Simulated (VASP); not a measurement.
# ScInTeSe (P4/mbm) in VASP: relaxation of cell and atoms with PBE

Aim: the relaxation of cell and atoms of ScInTeSe with PBE.

Program: VASP 6.6.1. These are calculated values, not measurements. Logs are shortened: lines on timing, memory, paths and dates and some standing lists are left out, and cuts for length are marked.

## 1. Starting point

The structure is tetragonal, space group P4/mbm (No. 127). Conventional cell: a = 7.900 Å, b = 7.900 Å, c = 6.600 Å, α = 90.00°, β = 90.00°, γ = 90.00°. Sc (site symmetry 2mm) has 2 Se at 2.52 Å and 2 Te at 2.69 Å as nearest neighbours. In (site symmetry 4) is surrounded by 2 In at 3.30 Å and 4 Te at 3.31 Å and 4 Se at 3.36 Å. Te (site symmetry m2m) is surrounded by 2 Sc at 2.69 Å. Se (site symmetry m2m) is surrounded by 2 Sc at 2.52 Å.

The cell was built by a generator and needn't be a form met in nature.

## 2. Relaxation of cell and atoms, PBE

Contents of INCAR:

```
PREC = Normal
ENCUT = 520
EDIFF = 1E-4
ISMEAR = 0
SIGMA = 0.15
LREAL = Auto
LASPH = True
NELM = 60
ALGO = Fast
ISIF = 3
LWAVE = False
LCHARG = False
GGA = PE
IBRION = 2
NSW = 24
EDIFFG = -0.08
```

Contents of KPOINTS:

```
Automatic mesh
0
Gamma
  2 2 2
```

Contents of POSCAR:

```
ScInTeSe
1.0
    7.9000000000      0.0000000000      0.0000000000
    0.0000000000      7.9000000000      0.0000000000
    0.0000000000      0.0000000000      6.6000000000
Sc In Te Se
4 4 4 4
Direct
    0.5000000000      0.0000000000      0.7500000000
    0.5000000000      0.0000000000      0.2500000000
    0.0000000000      0.5000000000      0.7500000000
    0.0000000000      0.5000000000      0.2500000000
    0.0000000000      0.0000000000      0.7500000000
    0.0000000000      0.0000000000      0.2500000000
    0.5000000000      0.5000000000      0.2500000000
    0.5000000000      0.5000000000      0.7500000000
    0.6900000000      0.8100000000      0.0000000000
    0.3100000000      0.1900000000      0.0000000000
    0.1900000000      0.6900000000      0.0000000000
    0.8100000000      0.3100000000      0.0000000000
    0.6700000000      0.1700000000      0.5000000000
    0.3300000000      0.8300000000      0.5000000000
    0.8300000000      0.6700000000      0.5000000000
    0.1700000000      0.3300000000      0.5000000000
```

Potentials or basis: VASP PAW PBE potentials, release 64 (Sc_sv, In_d, Te, Se).

Command:

```
$ cat potpaw_PBE.64/Sc_sv/POTCAR potpaw_PBE.64/In_d/POTCAR potpaw_PBE.64/Te/POTCAR potpaw_PBE.64/Se/POTCAR > POTCAR
$ mpirun -np 2 vasp_std > vasp.out
```

OUTCAR:

```text
PREC = Normal
   ENCUT = 520
   EDIFF = 1E-4
   ISMEAR = 0
   LREAL = Auto
   LASPH = True
   NELM = 60
   ISIF = 3
   GGA = PE
   IBRION = 2
   NSW = 24
   EDIFFG = -0.08

 ion  position               nearest neighbor table
   1  0.500  0.000  0.750-  13 2.52  14 2.52   9 2.69  10 2.69   2 3.30   2 3.30
   2  0.500  0.000  0.250-  13 2.52  14 2.52   9 2.69  10 2.69   1 3.30   1 3.30
   3  0.000  0.500  0.750-  15 2.52  16 2.52  11 2.69  12 2.69   4 3.30   4 3.30
   4  0.000  0.500  0.250-  15 2.52  16 2.52  11 2.69  12 2.69   3 3.30   3 3.30
   5  0.000  0.000  0.750-   6 3.30   6 3.30  10 3.31  11 3.31  12 3.31   9 3.31  14 3.36  15 3.36
                            16 3.36  13 3.36
   6  0.000  0.000  0.250-   5 3.30   5 3.30  10 3.31  11 3.31  12 3.31   9 3.31  14 3.36  15 3.36
                            16 3.36  13 3.36
   7  0.500  0.500  0.250-   8 3.30   8 3.30  10 3.31  11 3.31  12 3.31   9 3.31  14 3.36  15 3.36
                            16 3.36  13 3.36
   8  0.500  0.500  0.750-   7 3.30   7 3.30  10 3.31  11 3.31  12 3.31   9 3.31  14 3.36  15 3.36
                            16 3.36  13 3.36
   9  0.690  0.810  0.000-   1 2.69   2 2.69   5 3.31   6 3.31   7 3.31   8 3.31
  10  0.310  0.190  0.000-   1 2.69   2 2.69   5 3.31   6 3.31   7 3.31   8 3.31
  11  0.190  0.690  0.000-   3 2.69   4 2.69   5 3.31   6 3.31   7 3.31   8 3.31
  12  0.810  0.310  0.000-   3 2.69   4 2.69   5 3.31   6 3.31   7 3.31   8 3.31
  13  0.670  0.170  0.500-   1 2.52   2 2.52   5 3.36   6 3.36   7 3.36   8 3.36
  14  0.330  0.830  0.500-   1 2.52   2 2.52   5 3.36   6 3.36   7 3.36   8 3.36
  15  0.830  0.670  0.500-   3 2.52   4 2.52   5 3.36   6 3.36   7 3.36   8 3.36
  16  0.170  0.330  0.500-   3 2.52   4 2.52   5 3.36   6 3.36   7 3.36   8 3.36

  LATTYP: Found a simple tetragonal cell.
 ALAT       =     7.9000000000
 C/A-ratio  =     0.8354430380

  Lattice vectors:

 A1 = (   7.9000000000,   0.0000000000,   0.0000000000)
 A2 = (   0.0000000000,   7.9000000000,   0.0000000000)
 A3 = (   0.0000000000,   0.0000000000,   6.6000000000)

Analysis of symmetry for initial positions (statically):
=====================================================================
 Subroutine PRICEL returns:
 Original cell was already a primitive cell.

 Routine SETGRP: Setting up the symmetry group for a
 simple tetragonal supercell.

 Subroutine GETGRP returns: Found 16 space group operations
 (whereof  8 operations were pure point group operations)
 out of a pool of 16 trial point group operations.

The static configuration has the point symmetry C_4h.
 The point group associated with its full space group is D_4h.

Analysis of symmetry for dynamics (positions and initial velocities):
=====================================================================
 Subroutine PRICEL returns:
 Original cell was already a primitive cell.

 Routine SETGRP: Setting up the symmetry group for a
 simple tetragonal supercell.

 Subroutine GETGRP returns: Found 16 space group operations
 (whereof  8 operations were pure point group operations)
 out of a pool of 16 trial point group operations.

The dynamic configuration has the point symmetry C_4h.
 The point group associated with its full space group is D_4h.

 Subroutine INISYM returns: Found 16 space group operations
 (whereof  8 operations are pure point group operations),
 and found     1 'primitive' translations

----------------------------------------------------------------------------------------

                                     Primitive cell

  volume of cell :     411.9060

  direct lattice vectors                    reciprocal lattice vectors
     7.900000000  0.000000000  0.000000000     0.126582278  0.000000000  0.000000000
     0.000000000  7.900000000  0.000000000     0.000000000  0.126582278  0.000000000
     0.000000000  0.000000000  6.600000000     0.000000000  0.000000000  0.151515152

  length of vectors
     7.900000000  7.900000000  6.600000000     0.126582278  0.126582278  0.151515152

  position of ions in fractional coordinates (direct lattice)
     0.500000000  0.000000000  0.750000000
     0.500000000  0.000000000  0.250000000
     0.000000000  0.500000000  0.750000000
     0.000000000  0.500000000  0.250000000
     0.000000000  0.000000000  0.750000000
     0.000000000  0.000000000  0.250000000
[... 8 lines left out ...]
     0.830000000  0.670000000  0.500000000
     0.170000000  0.330000000  0.500000000

  ion indices of the primitive-cell ions
   primitive index   ion index
                 1           1
                 2           2
                 3           3
                 4           4
                 5           5
                 6           6
[... 8 lines left out ...]
                15          15
                16          16

----------------------------------------------------------------------------------------

 KPOINTS: Automatic mesh

Automatic generation of k-mesh.
 Grid dimensions read from file:
 generate k-points for:    2    2    2

 Generating k-lattice:

  Cartesian coordinates                     Fractional coordinates (reciprocal lattice)
     0.063291139  0.000000000  0.000000000     0.500000000  0.000000000  0.000000000
     0.000000000  0.063291139  0.000000000     0.000000000  0.500000000  0.000000000
     0.000000000  0.000000000  0.075757576     0.000000000  0.000000000  0.500000000

  Length of vectors
     0.063291139  0.063291139  0.075757576

  Shift w.r.t. Gamma in fractional coordinates (k-lattice)
     0.000000000  0.000000000  0.000000000

 Subroutine IBZKPT returns following result:
 ===========================================

 Found      6 irreducible k-points:

 Following reciprocal coordinates:
            Coordinates               Weight
  0.000000  0.000000  0.000000      1.000000
  0.500000  0.000000  0.000000      2.000000
  0.500000  0.500000  0.000000      1.000000
  0.000000  0.000000  0.500000      1.000000
  0.500000  0.000000  0.500000      2.000000
  0.500000  0.500000  0.500000      1.000000
   k-points           NKPTS =      6   k-points in BZ     NKDIM =      6   number of bands    NBANDS=     86
   number of dos      NEDOS =    301   number of ions     NIONS =     16
   total plane-waves  NPLWV =  92160
   dimension x,y,z NGX =    48 NGY =   48 NGZ =   40
   dimension x,y,z NGXF=    96 NGYF=   96 NGZF=   80
   ions per type =               4   4   4   4
   NGX,Y,Z   is equivalent  to a cutoff of  10.10, 10.10, 10.08 a.u.
   NGXF,Y,Z  is equivalent  to a cutoff of  20.20, 20.20, 20.15 a.u.
 SYSTEM =  unknown system
   PREC   = normal    normal or accurate (medium, high low for compatibility)
   ISTART =      0    job   : 0-new  1-cont  2-samecut
   ICHARG =      2    charge: 1-file 2-atom 10-const
   ISPIN  =      1    spin polarized calculation?
   LNONCOLLINEAR =      F non collinear calculations
   LSORBIT =      F    spin-orbit coupling
   LASPH  =      T    aspherical Exc in radial PAW
   ENCUT  =  520.0 eV  38.22 Ry    6.18 a.u.  14.69 14.69 12.27*2*pi/ulx,y,z
   NELM   =     60;   NELMIN=  2; NELMDL= -5     # of ELM steps
   EDIFF  = 0.1E-03   stopping-criterion for ELM
   LREAL  =      T    real-space projection
   EDIFFG = -.8E-01   stopping-criterion for IOM
   NSW    =     24    number of steps for IOM
   IBRION =      2    ionic relax: 0-MD 1-quasi-New 2-CG
   NFREE  =      1    steps in history (QN), initial steepest desc. (CG)
   ISIF   =      3    stress and relaxation
   ISYM   =      2    0-nonsym 1-usesym 2-fastsym
   POTIM  = 0.5000    time-step for ionic-motion
   TEBEG  =    0.0;   TEEND  =   0.0 temperature during run
   PSTRESS=    0.0 pullay stress
   NELECT =     144.0000    total number of electrons
   NUPDOWN=      -1.0000    fix difference up-down
   EMIN   =  10.00;   EMAX   =-10.00  energy-range for DOS
   EFERMI =   0.00;   METHOD = LEGACY
   ISMEAR =     0;   SIGMA  =   0.15  broadening in eV -4-tet -1-fermi 0-gaus
   EFERMI_NEDOS =   21; number of points for ismear=-14 and -15
   IALGO  =     68    algorithm
   IMIX   =      4    mixing-type and parameters
     AMIX     =   0.40;   BMIX     =  1.00
     AMIX_MAG =   1.60;   BMIX_MAG =  1.00
  volume/ion in A,a.u.               =      25.74       173.73
  Fermi-wavevector in a.u.,A,eV,Ry     =   1.153266  2.179357 18.096065  1.330023
  Thomas-Fermi vector in A             =   2.289912
   LORBIT       =      0    0 simple, 1 ext, 2 COOP (PROOUT), +10 PAW based schemes
   GGA     = PE    functional components
   LHFCALC =     F    Hartree Fock is set to
   AEXX    =    0.0000 exact exchange contribution
   IVDW    =     0    specifies the selected vdW correction
   LEPSILON=     F    determine dielectric tensor
   LRPA    =     F    only Hartree local field effects (RPA)
 conjugate gradient relaxation of ions
 non-spin polarized calculation
 RMM-DIIS sequential band-by-band and
 Gauss-broadening in eV      SIGMA  =   0.15
  energy-cutoff  :      520.00
  volume of cell :      411.91
 maximum number of plane-waves:     11128
   NGX = 29   NGY = 29   NGZ = 25

--------------------------------------- Ionic step        1  -------------------------------------------

 number of electron     144.0000136 magnetization

 Free energy of the ion-electron system (eV)
  ---------------------------------------------------
  ext. energy  EPLUGINS =         0.00000000
  ---------------------------------------------------
  free energy    TOTEN  =       -73.49272589 eV

  energy without entropy =      -73.45583481  energy(sigma->0) =      -73.47428035

 E-fermi :   5.9916     XC(G=0):  -9.7908

 val. band max:        5.6657636434   @ k =   0.0000   0.0000   0.0000
 cond. band min:       6.0493181686   @ k =   0.5000   0.5000   0.0000
 fundamental gap:      0.3835545252
 Fermi energy:         5.9915552897

 k-point     1 :       0.0000    0.0000    0.0000
  band No.  band energies     occupation
      1     -43.9460      2.00000
      2     -43.9460      2.00000
      3     -43.9259      2.00000
      4     -43.9259      2.00000
      5     -22.7182      2.00000
      6     -22.7179      2.00000
[... 511 lines left out ...]
     83       7.7633      0.00000
     84       7.8063      0.00000
 [bands above 84 left out]

------------------------ aborting loop because EDIFF is reached ----------------------------------------

  FORCE on cell =-STRESS in cart. coord.  units (eV):
  Direction    XX          YY          ZZ          XY          YZ          ZX
  --------------------------------------------------------------------------------------
  -------------------------------------------------------------------------------------
  Total       20.2051712     20.2051712     27.2550363      0.0000000      0.0000000      0.0000000
  in kB       78.5913952     78.5913952    106.0130255      0.0000000      0.0000000      0.0000000
  external PRESSURE =      87.7319386 kB  Pullay stress =       0.0000000 kB
[... 131 lines left out ...]
  FREE ENERGIE OF THE ION-ELECTRON SYSTEM (eV)
  ---------------------------------------------------
  free  energy   TOTEN  =       -75.1898740966 eV

  energy  without entropy=      -75.1824849538  energy(sigma->0) =      -75.18617953

[... ionic steps 4 to 9 ...]

--------------------------------------- Ionic step       10  -------------------------------------------

 number of electron     144.0000108 magnetization

------------------------ aborting loop because EDIFF is reached ----------------------------------------
[... 95 lines left out ...]
--------------------------------------- Ionic step       12  -------------------------------------------

 number of electron     144.0000186 magnetization

 Free energy of the ion-electron system (eV)
  ---------------------------------------------------
  ext. energy  EPLUGINS =         0.00000000
  ---------------------------------------------------
  free energy    TOTEN  =       -75.53104254 eV

  energy without entropy =      -75.53096016  energy(sigma->0) =      -75.53100135

 E-fermi :   4.1252     XC(G=0):  -8.9098

 val. band max:        3.7710835568   @ k =   0.0000   0.0000   0.5000
 cond. band min:       4.4867445212   @ k =   0.0000   0.0000   0.0000
 fundamental gap:      0.7156609643
 Fermi energy:         4.1251923765

 k-point     1 :       0.0000    0.0000    0.0000
  band No.  band energies     occupation
      1     -46.1335      2.00000
      2     -46.1335      2.00000
      3     -46.1262      2.00000
      4     -46.1262      2.00000
      5     -24.8068      2.00000
      6     -24.8068      2.00000
[... 511 lines left out ...]
     83       5.7968      0.00000
     84       5.7968      0.00000
 [bands above 84 left out]

------------------------ aborting loop because EDIFF is reached ----------------------------------------

  FORCE on cell =-STRESS in cart. coord.  units (eV):
  Direction    XX          YY          ZZ          XY          YZ          ZX
  --------------------------------------------------------------------------------------
  -------------------------------------------------------------------------------------
  Total        0.8566248      0.8566248     -0.2411194      0.0000000      0.0000000      0.0000000
  in kB        2.7491666      2.7491666     -0.7738247      0.0000000      0.0000000      0.0000000
  external PRESSURE =       1.5748362 kB  Pullay stress =       0.0000000 kB
[... 31 lines left out ...]
  FREE ENERGIE OF THE ION-ELECTRON SYSTEM (eV)
  ---------------------------------------------------
  free  energy   TOTEN  =       -75.5310425427 eV

  energy  without entropy=      -75.5309601608  energy(sigma->0) =      -75.53100135

 reached required accuracy - stopping structural energy minimisation
```

Wall time 6.6 min (2 MPI ranks of Intel Xeon 6975P-C (Granite Rapids), shared host); peak memory 0.28 GiB.

Results:

| Item | Value |
| --- | --- |
| Free energy | -75.5310 eV |
| Relaxed volume | 31.20 Å³/atom |
| Relaxed cell | a = 8.362 Å, b = 8.362 Å, c = 7.139 Å, α = 90.00°, β = 90.00°, γ = 90.00° |
| Space group after relaxing (to 0.05 Å) | P4/mbm (No. 127) |
| Energy gained by relaxing | 127.4 meV/atom |
| Ionic steps | 12 |
| Pressure after relaxing | 0.2 GPa |
| Largest force after relaxing | 0.051 eV/Å |
| Band gap on the k mesh | 0.72 eV, indirect (least direct gap 1.02 eV) |

Forces in eV/Å, atoms in the order of the input:
```
Sc   0.000  0.000 -0.048
Sc   0.000  0.000  0.048
Sc   0.000  0.000 -0.048
Sc   0.000  0.000  0.048
In   0.000  0.000 -0.011
In   0.000  0.000  0.011
In   0.000  0.000  0.011
In   0.000  0.000 -0.011
Te  -0.010  0.010  0.000
Te   0.010 -0.010  0.000
Te  -0.010 -0.010  0.000
Te   0.010  0.010  0.000
Se   0.036  0.036  0.000
Se  -0.036 -0.036  0.000
Se  -0.036  0.036  0.000
Se   0.036 -0.036  0.000
```

Step by step:
| step | energy change (eV) | largest force (eV/Å) | pressure (GPa) | volume (Å³) |
| --- | --- | --- | --- | --- |
| 1 | 0.0000 | 1.2080 | 8.77 | 411.91 |
| 2 | -1.4563 | 1.1465 | -2.24 | 501.72 |
| 3 | -1.6971 | 0.7568 | -0.02 | 473.68 |
| 4 | -1.6964 | 0.7372 | 0.21 | 472.39 |
| 5 | -1.8393 | 0.5056 | 0.23 | 476.64 |
| 6 | -1.9366 | 0.4996 | 0.48 | 484.65 |
| 7 | -2.0094 | 0.2298 | -0.20 | 496.03 |
| 8 | -2.0152 | 0.1928 | -0.19 | 498.56 |
| 9 | -2.0152 | 0.1297 | -0.45 | 503.64 |
| 10 | -2.0169 | 0.1356 | -0.33 | 501.05 |
| 11 | -2.0384 | 0.0804 | 0.22 | 499.10 |
| 12 | -2.0383 | 0.0511 | 0.16 | 499.23 |

Final structure:
```yaml
crystal:
  lattice:
    - [8.36213, 0.00000, 0.00000]
    - [0.00000, 8.36213, 0.00000]
    - [0.00000, 0.00000, 7.13947]
  atoms:
    - { symbol: Sc, position: [0.50000, 0.00000, 0.74473] }
    - { symbol: Sc, position: [0.50000, 0.00000, 0.25527] }
    - { symbol: Sc, position: [0.00000, 0.50000, 0.74473] }
    - { symbol: Sc, position: [0.00000, 0.50000, 0.25527] }
    - { symbol: In, position: [0.00000, 0.00000, 0.73725] }
    - { symbol: In, position: [0.00000, 0.00000, 0.26275] }
    - { symbol: In, position: [0.50000, 0.50000, 0.26275] }
    - { symbol: In, position: [0.50000, 0.50000, 0.73725] }
    - { symbol: Te, position: [0.68450, 0.81550, 0.00000] }
    - { symbol: Te, position: [0.31550, 0.18450, 0.00000] }
    - { symbol: Te, position: [0.18450, 0.68450, 0.00000] }
    - { symbol: Te, position: [0.81550, 0.31550, 0.00000] }
    - { symbol: Se, position: [0.65971, 0.15971, 0.50000] }
    - { symbol: Se, position: [0.34029, 0.84029, 0.50000] }
    - { symbol: Se, position: [0.84029, 0.65971, 0.50000] }
    - { symbol: Se, position: [0.15971, 0.34029, 0.50000] }
```

Caveat: the k mesh is coarse (spacing up to 0.48 Å⁻¹), so the values aren't converged; the volume moved by over 15 % at a fixed basis, so the end points are rough; spin-orbit coupling is left out, which moves the levels of the heavy elements; the relaxation stopped at a loose force limit of 0.08 eV/Å, so its end isn't a converged minimum. A k mesh can miss the band edges.
